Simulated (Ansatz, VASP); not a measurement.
# Cross-check of Mo (Mo(100)-(2x1) missing row) between VASP and Ansatz, part 2 of 3

Wanted: the spread between two codes on one cell, functional and k mesh. Of the first pair: The structure shown is the start of the Ansatz relaxation below; VASP solves that cell, so the two are compared at the walk's first step.

VASP 6.6.1 and Ansatz 0.2.0.

So far: Set-up; Ansatz: relaxation, PBE.

**3. VASP: single point, PBE, start cell, pair 1**

Level of this step: PBE; plane waves and PAW (Mo_sv) (VASP).

The same cell, functional, mesh and smearing now go to VASP, with its own data sets.

Lines of VASP's logs that name or quote its potential files are left out, and so is its time.

The input, INCAR:

```
SYSTEM = Mo
PREC = Accurate
ENCUT = 400
EDIFF = 1E-06
NELM = 120
ISMEAR = -1
SIGMA = 0.1
LREAL = .FALSE.
ALGO = Normal
GGA = PE
NBANDS = 78
LASPH = .TRUE.
LORBIT = 11
LWAVE = .FALSE.
LCHARG = .FALSE.
ISIF = 2
LDIPOL = .TRUE.
IDIPOL = 3
DIPOL = 0.5 0.5 0.484
LVHAR = .TRUE.
GGA_COMPAT = .FALSE.
NELMDL = -8
KPAR = 2
```

The input, POSCAR:

```
Mo
1.0
    6.3000000000      0.0000000000      0.0000000000
    0.0000000000      3.1500000000      0.0000000000
    0.0000000000      0.0000000000     23.3000000000
Mo
9
Direct
    0.0000000000      0.0000000000      0.3648068670
    0.5000000000      0.0000000000      0.3648068670
    0.2500000000      0.5000000000      0.4324034335
    0.7500000000      0.5000000000      0.4324034335
    0.0000000000      0.0000000000      0.5000000000
    0.5000000000      0.0000000000      0.5000000000
    0.2500000000      0.5000000000      0.5675965665
    0.7500000000      0.5000000000      0.5675965665
    0.0000000000      0.0000000000      0.6351931330
```

The input, KPOINTS:

```
Automatic mesh
0
Gamma
5 9 1
0 0 0
```

The projector-augmented-wave data sets are Mo_sv (PBE family, release 64).

Launch:

```sh
$ mpirun -np 2 vasp_std
```

Numbers of over 12 decimals in the logs are rounded to 6 here.

Log:

```text
[banner, memory and clock lines left out]
running    2 mpi-ranks, on    1 nodes
 distrk:  each k-point on    1 cores,    2 groups
 distr:  one band on    1 cores,    1 groups

 POSCAR found type information on POSCAR Mo
 POSCAR found :  1 types and       9 ions
 LDA part: xc-table for (Slater+PW92), standard interpolation
 POSCAR, INCAR and KPOINTS ok, starting setup
 FFT: planning ... GRIDC
 FFT: planning ... GRID_SOFT
 FFT: planning ... GRID
 WAVECAR not read
 entering main loop
       N       E                     dE             d eps       ncg     rms          rms(c)
DAV:   1     0.999249443217E+03    0.99925E+03   -0.73648E+04  3444   0.118E+03
DAV:   2    -0.578122628112E+02   -0.10571E+04   -0.10254E+04  2710   0.379E+02
DAV:   3    -0.970583233766E+02   -0.39246E+02   -0.37189E+02  2976   0.586E+01
DAV:   4    -0.991363517541E+02   -0.20780E+01   -0.20172E+01  3240   0.942E+00
DAV:   5    -0.992070005143E+02   -0.70649E-01   -0.69851E-01  3146   0.150E+00
DAV:   6    -0.992098976808E+02   -0.28972E-02   -0.28808E-02  3240   0.261E-01
DAV:   7    -0.992100396643E+02   -0.14198E-03   -0.14155E-03  2898   0.484E-02
DAV:   8    -0.992100485013E+02   -0.88371E-05   -0.88198E-05  2736   0.101E-02    0.357E+01
DAV:   9    -0.103870260551E+03   -0.46602E+01   -0.98227E+01  3060   0.327E+01    0.283E+01
DAV:  10    -0.108367021871E+03   -0.44968E+01   -0.18939E+02  3136   0.408E+01    0.256E+01
DAV:  11    -0.138765388343E+03   -0.30398E+02   -0.19731E+02  3300   0.430E+01    0.354E+01
DAV:  12    -0.886315637110E+02    0.50134E+02   -0.81835E+01  3442   0.246E+01    0.744E+00
DAV:  13    -0.901196673367E+02   -0.14881E+01   -0.25463E+01  3040   0.117E+01    0.635E+00
DAV:  14    -0.900633868180E+02    0.56281E-01   -0.14067E+00  3232   0.381E+00    0.536E+00
[...]
DAV:  30    -0.897742116050E+02   -0.26357E-04   -0.34730E-06  1920   0.444E-03    0.310E-03
DAV:  31    -0.897742182113E+02   -0.66063E-05   -0.10999E-06  1792   0.340E-03    0.121E-03
DAV:  32    -0.897742210209E+02   -0.28096E-05   -0.39389E-07  1704   0.154E-03    0.776E-04
DAV:  33    -0.897742236258E+02   -0.26049E-05   -0.20248E-07  1664   0.131E-03    0.500E-04
DAV:  34    -0.897742257868E+02   -0.21611E-05   -0.75407E-08  1560   0.679E-04    0.375E-04
DAV:  35    -0.897742271946E+02   -0.14078E-05   -0.41803E-08  1496   0.423E-04    0.263E-04
DAV:  36    -0.897742282602E+02   -0.10656E-05   -0.45497E-08  1536   0.420E-04    0.185E-04
DAV:  37    -0.897742283745E+02   -0.11431E-06   -0.10944E-08  1456   0.239E-04
   1 F= -.89774228E+02 E0= -.89596888E+02  d E =-.354682E+00
```

From OUTCAR (step 3):

```text
ion  position               nearest neighbor table
   1  0.000  0.000  0.365-   3 2.73   4 2.73   3 2.73   4 2.73   5 3.15   2 3.15   2 3.15
   2  0.500  0.000  0.365-   3 2.73   4 2.73   3 2.73   4 2.73   6 3.15   1 3.15   1 3.15
   3  0.250  0.500  0.432-   1 2.73   2 2.73   5 2.73   6 2.73   1 2.73   2 2.73   5 2.73   6 2.73
                             7 3.15   4 3.15   4 3.15
   4  0.750  0.500  0.432-   1 2.73   2 2.73   5 2.73   6 2.73   1 2.73   2 2.73   5 2.73   6 2.73
                             8 3.15   3 3.15   3 3.15
   5  0.000  0.000  0.500-   3 2.73   4 2.73   7 2.73   8 2.73   3 2.73   4 2.73   7 2.73   8 2.73
                             1 3.15   9 3.15   6 3.15   6 3.15
   6  0.500  0.000  0.500-   3 2.73   4 2.73   7 2.73   8 2.73   3 2.73   4 2.73   7 2.73   8 2.73
                             2 3.15   5 3.15   5 3.15
   7  0.250  0.500  0.568-   5 2.73   6 2.73   9 2.73   5 2.73   6 2.73   9 2.73   3 3.15   8 3.15
                             8 3.15
   8  0.750  0.500  0.568-   5 2.73   6 2.73   9 2.73   5 2.73   6 2.73   9 2.73   4 3.15   7 3.15
                             7 3.15
   9  0.000  0.000  0.635-   7 2.73   8 2.73   7 2.73   8 2.73   5 3.15

  LATTYP: Found a simple orthorhombic cell.
 ALAT       =     3.1500000000
 B/A-ratio  =     2.0000000000
 C/A-ratio  =     7.3968253968

 Subroutine GETGRP returns: Found  4 space group operations
 (whereof  4 operations were pure point group operations)

The static configuration has the point symmetry C_2v.

 Found     15 irreducible k-points:

   k-points           NKPTS =     15   k-points in BZ     NKDIM =     15   number of bands    NBANDS=     78

   dimension x,y,z NGX =    42 NGY =   24 NGZ =  160
   dimension x,y,z NGXF=    84 NGYF=   48 NGZF=  320

   ENCUT  =  400.0 eV  29.40 Ry    5.42 a.u.  10.27  5.14 38.00*2*pi/ulx,y,z

   NELECT =     126.0000    total number of electrons

 k-points in reciprocal lattice and weights: Automatic mesh
   0.00000000  0.00000000  0.00000000       0.022
   0.20000000  0.00000000  0.00000000       0.044
   0.40000000  0.00000000  0.00000000       0.044
   0.00000000  0.11111111  0.00000000       0.044
   0.20000000  0.11111111  0.00000000       0.089
   0.40000000  0.11111111  0.00000000       0.089
   0.00000000  0.22222222  0.00000000       0.044
   0.20000000  0.22222222  0.00000000       0.089
   0.40000000  0.22222222  0.00000000       0.089
[...]
0.20000000  0.44444444  0.00000000       0.089
   0.40000000  0.44444444  0.00000000       0.089

 dipolmoment           0.000000      0.000000     -0.027127 electrons x Angstroem

 average (electrostatic) potential at core
       1 -80.2591       2 -80.2804       3 -80.4389       4 -80.4389       5 -80.5210
       6 -80.4286       7 -80.4200       8 -80.4200       9 -80.4127

 E-fermi :   1.2081

 k-point     1 :       0.0000    0.0000    0.0000
  band No.  band energies     occupation
    ...
     61       0.7172      1.98535
     62       0.9170      1.89677
     63       1.1493      1.28583
     64       1.2149      0.96582
     65       1.2746      0.67923
     66       1.5288      0.07778
     67       1.5303      0.07664
     68       1.7111      0.01299
     69       2.0382      0.00050
     70       2.0684      0.00037
    ...

 k-point     2 :       0.2000    0.0000    0.0000
  band No.  band energies     occupation
    ...
     60       0.6515      1.99237
     61       0.9140      1.89967
     62       0.9773      1.81901
     63       1.1201      1.41356
     64       1.1650      1.21184
     65       1.3230      0.48123
     66       1.4613      0.14726
     67       1.6434      0.02541
     68       1.7009      0.01438
     69       1.9061      0.00186
    ...

 k-point     3 :       0.4000    0.0000    0.0000
  band No.  band energies     occupation
    ...
     59       0.4202      1.99924
     60       0.4763      1.99867
     61       0.4945      1.99841
     62       0.9398      1.87202
     63       0.9665      1.83610
     64       1.4596      0.14963
     65       1.4786      0.12527
     66       1.6054      0.03691
     67       1.7260      0.01120
     68       1.7904      0.00590
    ...

  Total      -12.1423243    -14.1318097    -11.2964106      0.0000000      0.0000000      0.0000000
  in kB      -42.0731846    -48.9667566    -39.1420916      0.0000000      0.0000000      0.0000000
  external PRESSURE =     -43.3940109 kB  Pullay stress =       0.0000000 kB

  energy-cutoff  :      400.00
  volume of cell :      462.39
      direct lattice vectors                 reciprocal lattice vectors
     6.300000000  0.000000000  0.000000000     0.158730159  0.000000000  0.000000000
     0.000000000  3.150000000  0.000000000     0.000000000  0.317460317  0.000000000
     0.000000000  0.000000000 23.300000000     0.000000000  0.000000000  0.042918455

 POSITION                                       TOTAL-FORCE (eV/Angst)
 -----------------------------------------------------------------------------------
      0.00000      0.00000      8.50000         0.000000      0.000000      1.581526
      3.15000      0.00000      8.50000         0.000000      0.000000      1.339191
      1.57500      1.57500     10.07500         0.126078      0.000000     -1.567183
      4.72500      1.57500     10.07500        -0.126078      0.000000     -1.567183
      0.00000      0.00000     11.65000         0.000000      0.000000      1.024760
      3.15000      0.00000     11.65000         0.000000      0.000000      0.539248
      1.57500      1.57500     13.22500        -0.784012     -0.000000      0.587220
      4.72500      1.57500     13.22500         0.784012      0.000000      0.587220
      0.00000      0.00000     14.80000         0.000000      0.000000     -2.524799
 -----------------------------------------------------------------------------------
    total drift:                                0.000000      0.000000     -0.000410

  FREE ENERGIE OF THE ION-ELECTRON SYSTEM (eV)
  ---------------------------------------------------
  free  energy   TOTEN  =       -89.7742283745 eV

  energy  without entropy=      -89.4195468580  energy(sigma->0) =      -89.59688762

 vacuum level on the upper side and lower side of the slab         4.868         5.115

 total charge
# of ion       s       p       d       tot
------------------------------------------
    1        2.339   6.071   3.906  12.316
    2        2.340   6.072   3.900  12.312
    3        2.381   6.195   3.900  12.475
    4        2.381   6.195   3.900  12.475
    5        2.375   6.202   3.909  12.486
    6        2.384   6.193   3.914  12.491
    7        2.362   6.148   3.854  12.364
    8        2.362   6.148   3.854  12.364
    9        2.373   6.046   3.898  12.317
--------------------------------------------------
tot         21.296  55.269  35.034 111.599

[... 3 further parts left out ...]
```

**4. Comparison**

Known differences besides the potentials themselves: the cutoff is 420 eV in Ansatz and 400 eV in VASP. Total energies have different zeros and are not compared.

Forces (eV/Å; atoms numbered as in POSCAR):

```
atom         Ansatz x, y, z           VASP x, y, z
 Mo1    0.000, 0.000, 1.609    0.000, 0.000, 1.582
 Mo2    0.000, 0.000, 1.366    0.000, 0.000, 1.339
 Mo3   0.125, 0.000, -1.557   0.126, 0.000, -1.567
 Mo4  -0.125, 0.000, -1.557  -0.126, 0.000, -1.567
 Mo5    0.000, 0.000, 1.021    0.000, 0.000, 1.025
 Mo6    0.000, 0.000, 0.535    0.000, 0.000, 0.539
 Mo7   -0.796, 0.000, 0.568   -0.784, 0.000, 0.587
 Mo8    0.796, 0.000, 0.568    0.784, 0.000, 0.587
 Mo9   0.000, 0.000, -2.553   0.000, 0.000, -2.525
```

The forces differ by 11 meV/Å r.m.s., which is 1.4 % of the r.m.s. force of 0.836 eV/Å (both taken over all components). With vacuum in the cell, a pressure given here is an average over mostly empty space and none of the material.

**5. Ansatz: relaxation, PBE**

This run makes the geometry at which the two programs are then compared.

The structure compared here is the end of the Ansatz relaxation.

The input, input.yaml:

```yaml
crystal:
  lattice:
    - [6.3, 0.0, 0.0]
    - [0.0, 3.15, 0.0]
    - [0.0, 0.0, 23.3]
  atoms:
    - { symbol: Mo, position: [0.0, 0.0, 0.364806867] }
    - { symbol: Mo, position: [0.5, 0.0, 0.364806867] }
    - { symbol: Mo, position: [0.25, 0.5, 0.4324034335] }
    - { symbol: Mo, position: [0.75, 0.5, 0.4324034335] }
    - { symbol: Mo, position: [0.0, 0.0, 0.5] }
    - { symbol: Mo, position: [0.5, 0.0, 0.5] }
    - { symbol: Mo, position: [0.25, 0.5, 0.5675965665] }
    - { symbol: Mo, position: [0.75, 0.5, 0.5675965665] }
    - { symbol: Mo, position: [0.0, 0.0, 0.635193133] }
kpoints:
  mp_grid: { grid: [5, 9, 1] }
hamiltonian:
  xc: pbe
scf:
  occupations: { method: fermi_dirac, width: 0.1 }
  convergence: { dr2_threshold: 1.0e-08 }
efield:
  axis: 3
  dipole_correction: true
  ramp_position: 0.97
  ramp_width: 0.06
relax:
  f_tol: 0.015
  max_steps: 90
  constraints: [{ sites: [0, 1, 2, 3] }]
output:
  write_potential: true
  write_density: true
  volumetric_format: npy
```

Launch:

```sh
$ ansatz run input.yaml --threads 4 --pin off --max-ram 6144MiB --backend cpu --events-out ev --progress --plain --runs-dir out
```

Log:

```text
[...]
Crystal: 9 atoms, lattice volume = 462.388 Å³
Basis set: ecut = 420 eV, 9091 PW (Γ), exchange–correlation on 90×48×320 points (8 copies of the dense FFT grid, shifted against one another)
Bands: 76, of which v1, the nominal top of the filled ones, is band 63 counted from 1 (62 counted from 0)
Symmetry: 4 space group operations
[...]
- { symbol: Mo, position: [0.250000, 0.500000, 0.4324034335] }
    - { symbol: Mo, position: [0.750000, 0.500000, 0.4324034335] }
    - { symbol: Mo, position: [-1.7215445272914715e-19, 0.0, 0.499720] }
    - { symbol: Mo, position: [0.500000, 0.0, 0.501372] }
    - { symbol: Mo, position: [0.244546, 0.500000, 0.567397] }
    - { symbol: Mo, position: [0.755454, 0.500000, 0.567397] }
    - { symbol: Mo, position: [-6.711530190783648e-18, 0.0, 0.624296] }
[key lines of the parts left out:]
SCF converged after 7 iterations
Free energy (F): -44595.879711 eV
Fermi energy:    3.788320 eV
Dipole field:    D = 0.007094 V/Å  (p = 0.018127 e·Å, saw-weighted, corrected)
Work function:   Φ+ = 3.7482 eV   Φ− = 3.9135 eV
```

**6. VASP: single point, PBE, relaxed cell, pair 2**

The same cell, functional, mesh and smearing now go to VASP, with its own data sets.

INCAR is that of step 3.

The input, POSCAR:

```
Mo
1.0
    6.3000000000      0.0000000000      0.0000000000
    0.0000000000      3.1500000000      0.0000000000
    0.0000000000      0.0000000000     23.3000000000
Mo
9
Direct
    0.0000000000      0.0000000000      0.3648068670
    0.5000000000      0.0000000000      0.3648068670
    0.2500000000      0.5000000000      0.4324034335
    0.7500000000      0.5000000000      0.4324034335
    0.0000000000      0.0000000000      0.4997204874
    0.5000000000      0.0000000000      0.5013723817
    0.2445460072      0.5000000000      0.5673967833
    0.7554539928      0.5000000000      0.5673967833
    0.0000000000      0.0000000000      0.6242961898
```

KPOINTS is that of step 3.

Launch:

```sh
$ mpirun -np 2 vasp_std
```

Log:

```text
[... set-up lines as in an earlier step ...]
 entering main loop
       N       E                     dE             d eps       ncg     rms          rms(c)
DAV:   1     0.100630832136E+04    0.10063E+04   -0.73798E+04  3444   0.118E+03
DAV:   2    -0.574054466964E+02   -0.10637E+04   -0.10311E+04  2708   0.380E+02
DAV:   3    -0.970914601639E+02   -0.39686E+02   -0.37655E+02  3002   0.590E+01
DAV:   4    -0.990623155050E+02   -0.19709E+01   -0.19127E+01  3200   0.928E+00
[...]
DAV:  34    -0.901584378787E+02   -0.35356E-05   -0.17081E-07  1664   0.627E-04    0.292E-04
DAV:  35    -0.901584390545E+02   -0.11758E-05   -0.41809E-08  1480   0.583E-04    0.193E-04
DAV:  36    -0.901584398578E+02   -0.80324E-06   -0.32946E-08  1512   0.322E-04
   1 F= -.90158440E+02 E0= -.89995249E+02  d E =-.326381E+00
```

From OUTCAR (step 6):

```text
  Total       -9.1390596    -10.3595436     -5.1370319      0.0000000      0.0000000      0.0000000
  in kB      -31.6668647    -35.8958451    -17.7998288      0.0000000      0.0000000      0.0000000
  external PRESSURE =     -28.4541795 kB  Pullay stress =       0.0000000 kB

 POSITION                                       TOTAL-FORCE (eV/Angst)
 -----------------------------------------------------------------------------------
      0.00000      0.00000      8.50000         0.000000      0.000000      1.519641
      3.15000      0.00000      8.50000         0.000000      0.000000      1.330724
      1.57500      1.57500     10.07500         0.202291     -0.000000     -1.462337
      4.72500      1.57500     10.07500        -0.202291      0.000000     -1.462337
      0.00000      0.00000     11.64349         0.000000      0.000000     -0.006872
      3.15000      0.00000     11.68198         0.000000      0.000000      0.014320
      1.54064      1.57500     13.22035         0.029032      0.000000      0.010354
      4.75936      1.57500     13.22035        -0.029032      0.000000      0.010354
      0.00000      0.00000     14.54610         0.000000      0.000000      0.046154
 -----------------------------------------------------------------------------------
    total drift:                                0.000000      0.000000     -0.000795

  FREE ENERGIE OF THE ION-ELECTRON SYSTEM (eV)
  ---------------------------------------------------
  free  energy   TOTEN  =       -90.1584398578 eV

  energy  without entropy=      -89.8320587946  energy(sigma->0) =      -89.99524933

[... 2 parts as in an earlier step ...]

[... 1 further part left out ...]
[key lines of the parts left out:]
E-fermi :   1.1944
```

**7. Differences**

The two programs side by side:

```
                                   quantity  Ansatz  VASP  difference
 work function, lower of the two faces (eV)    3.75  3.75        0.00
work function, higher of the two faces (eV)    3.91  3.91        0.00
```

Forces (eV/Å; atoms numbered as in POSCAR):

```
atom         Ansatz x, y, z           VASP x, y, z
 Mo1    0.000, 0.000, 1.548    0.000, 0.000, 1.520
 Mo2    0.000, 0.000, 1.358    0.000, 0.000, 1.331
 Mo3   0.199, 0.000, -1.453   0.202, 0.000, -1.462
 Mo4  -0.199, 0.000, -1.453  -0.202, 0.000, -1.462
 Mo5   0.000, 0.000, -0.004   0.000, 0.000, -0.007
 Mo6    0.000, 0.000, 0.010    0.000, 0.000, 0.014
 Mo7   0.001, 0.000, -0.001    0.029, 0.000, 0.010
 Mo8  -0.001, 0.000, -0.001   -0.029, 0.000, 0.010
 Mo9   0.000, 0.000, -0.005    0.000, 0.000, 0.046
```

The forces differ by 15 meV/Å r.m.s., which is 2.7 % of the r.m.s. force of 0.559 eV/Å (both taken over all components). With vacuum in the cell, a pressure given here is an average over mostly empty space and none of the material.

[end of part 2 of 3]

[Lines on the potential files, build, host, timing and source positions are cut from VASP's logs without a mark.]

[Logs are printed without paths, hosts, clocks, repeated set-up lines and the standing remarks that a program may print on its own settings, such as how far it seeks lower states.]

[Hosts, paths, dates, database ids (printed as entryN), source tags and the programs' standing remarks are cut or masked in the printed files.]
